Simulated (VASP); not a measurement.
Data:

```
CELL_PARAMETERS angstrom
      0.00000     2.85567     2.85567
      2.85567     0.00000     2.85567
      2.85567     2.85567     0.00000
ATOMIC_POSITIONS crystal
  Al 0.00000 0.00000 0.00000
  As 0.25000 0.25000 0.25000
```

All values below come from rev-vdW-DF2, VASP's PBE PAW potentials (set 64) (plane waves; VASP 6.6.1). Settings: 520 eV cut-off, Gaussian smearing of 0.050 eV, potentials Al As.

Give the energies of bands 2 to 7 at the high-symmetry points, in eV from the valence-band maximum.

```csv
band,Γ,X,U,L,W
2,0.00,-5.33,-5.08,-5.45,-5.01
3,0.00,-2.11,-3.31,-0.80,-3.08
4,0.00,-2.11,-1.75,-0.80,-2.74
5,1.81,1.46,2.23,2.02,4.30
6,4.25,2.28,4.90,4.66,5.50
7,4.25,10.11,8.04,4.66,5.60
```

The gap is indirect, 1.46 eV, from the valence maximum at Γ to the conduction minimum at X.

Measured: gap 2.28 eV (computed value off by -0.82 eV), as given by Wei Chen et al., Physical Review Materials (2018), doi:10.1103/physrevmaterials.2.073803 [zero-point renormalisation of 0.04 eV added back (the table's ZPR column)].

The compound is AlAs in the zinc blende structure. It was relaxed first.
